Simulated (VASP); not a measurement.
Data:

```xyz
4
Lattice="3.8410 0.0000 0.0000 0.0000 3.8410 0.0000 0.0000 0.0000 4.7215" Properties=species:S:1:pos:R:3 pbc="T T T"
Sn     1.9205     0.0000     3.5624
Sn     0.0000     1.9205     1.1591
O      1.9205     1.9205     0.0000
O      0.0000     0.0000     0.0000
```

These are PBE GGA with D4 dispersion, VASP's PBE PAW potentials (set 64) (plane waves; VASP) values and carry that method's errors. Run with 520 eV cut-off, 7×7×5 Γ-centred mesh, tetrahedra with Blöchl corrections, potentials Sn_d O.

Question: What does the run give for the energy per atom (σ→0)?

Answer: 
```yaml
energy per atom (σ→0): -573.7 kJ/mol of atoms
```

The absolute energy has meaning only against runs of the same code, potentials and settings.

The compound is SnO in the litharge structure. It was relaxed first.
